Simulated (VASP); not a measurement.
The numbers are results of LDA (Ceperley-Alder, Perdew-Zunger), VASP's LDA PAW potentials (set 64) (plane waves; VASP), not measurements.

A VASP calculation is set up with these files.

**INCAR**
```
SYSTEM = NiSb
PREC = Accurate; ENCUT = 500; LREAL = .FALSE.
LASPH = .TRUE.
EDIFF = 1E-6; NELM = 100; ALGO = Normal
LMAXMIX = 4
ISMEAR = 1; SIGMA = 0.1
IBRION = 2; NSW = 40; ISIF = 3
EDIFFG = -0.02; PSTRESS = 300
LWAVE = .FALSE.; LCHARG = .FALSE.
```

POSCAR:
```
NiSb
1.0
  1.8715068988  -3.2415452639   0.0000000000
  1.8715068988   3.2415452639   0.0000000000
  0.0000000000   0.0000000000   4.8552786653
Ni Sb
2 2
Cartesian
  0.0000000000   0.0000000000   2.4276393327
  0.0000000000   0.0000000000   0.0000000000
  1.8715068988   1.0805172490   1.2138196663
  1.8715068988  -1.0805172490   3.6414589990
```

### KPOINTS
```
Automatic mesh
0
Gamma
9 9 6
0 0 0
```

POTCAR, in this order: Ni Sb (LDA.64 set). Program: vasp_std.

**Question.** What will the output report for the number of irreducible k-points (NKPTS), largest plane-wave count, number of space-group operations, FFT grid (NGX, NGY, NGZ)?

**Answer.** 
number of irreducible k-points (NKPTS): 48
largest plane-wave count: 1515
number of space-group operations: 24
FFT grid (NGX, NGY, NGZ): 28 × 28 × 36

The compound is NiSb in the NiAs type structure. This run relaxes it under an external pressure of 30 GPa. Symmetry was kept, so distortions that lower it aren't found. The run is not spin-polarised, so no magnetic state was tried.
